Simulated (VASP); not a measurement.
Wanted: the native input for a VASP 6.6.1 run.

```
Task                      : vibrations by finite differences
Functional                : PBE
Potentials or basis       : VASP PAW PBE potentials, release 64 (W_sv)
Cutoff                    : 520 eV
k mesh                    : 18 × 18 × 18
Occupations               : gaussian, width 0.3 eV
Spin                      : no spin polarisation
Ions in elastic constants : relaxed
Further INCAR settings    : ALGO = Normal; EDIFF = 1e-08; NBANDS = 13; IBRION = 6; POTIM = 0.015; NSW = 1; ISIF = 3
```

The structure of W lies in POSCAR:

```
W                                       
1.0
   -1.5928527436      1.5928527436      1.5928527436
    1.5928527436     -1.5928527436      1.5928527436
    1.5928527436      1.5928527436     -1.5928527436
  W             
     1
Direct
     0.0000000000000000    0.0000000000000000    0.0000000000000000
```

One way to write it, as run:

INCAR

```
  PREC = Accurate
  ENCUT = 520
  EDIFF = 1E-8
  ISMEAR = 0
  SIGMA = 0.3
  LREAL = False
  LASPH = True
  NELM = 100
  ALGO = Normal
  ISIF = 3
  LWAVE = False
  LCHARG = False
  GGA = PE
  NBANDS = 13
  IBRION = 6
  NFREE = 2
  POTIM = 0.015
  NSW = 1
```

KPOINTS

```
Automatic mesh
0
Gamma
  18 18 18
```

Potentials or basis: VASP PAW PBE potentials, release 64 (W_sv).

The run is started by

```console
$ cat potpaw_PBE.64/W_sv/POTCAR > POTCAR
$ mpirun -np 1 vasp_std > vasp.out
```

Results of the run:

```json
{"Elastic constants C11, C12, C44": "506, 204, 141 GPa", "Voigt bulk modulus": "305 GPa"}
```

Caveat: elastic constants of metals need much finer meshes, so these are rough.

Wall time 18 min on 1 thread of Intel(R) Xeon(R) Platinum 8375C CPU @ 2.90GHz (Ice Lake), on a shared host, peak memory 0.64 GiB.
